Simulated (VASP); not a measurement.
Data:

```yaml
crystal:
  lattice:
    - [0.00000, 2.00204, 2.00204]
    - [2.00204, 0.00000, 2.00204]
    - [2.00204, 2.00204, 0.00000]
  atoms:
    - { symbol: Li, position: [0.00000, 0.00000, 0.00000] }
    - { symbol: F, position: [0.50000, 0.50000, 0.50000] }
```

These are PBEsol GGA, VASP's PBE PAW potentials (set 64) (plane waves; VASP) values and carry that method's errors. Run with 520 eV cut-off, 11×11×11 Γ-centred mesh, Gaussian smearing of 0.050 eV, potentials Li_sv F.

Predict the energy per atom (σ→0), band gap (on the k-mesh) with the smallest direct gap where there is one.

```yaml
band gap (on the k-mesh): 9.08 eV
smallest direct gap (on the k-mesh): 9.08 eV
energy per atom (σ→0): -4.926 eV/atom
```

The absolute energy has meaning only against runs of the same code, potentials and settings.

The compound is LiF in the rock salt structure. It was relaxed first.
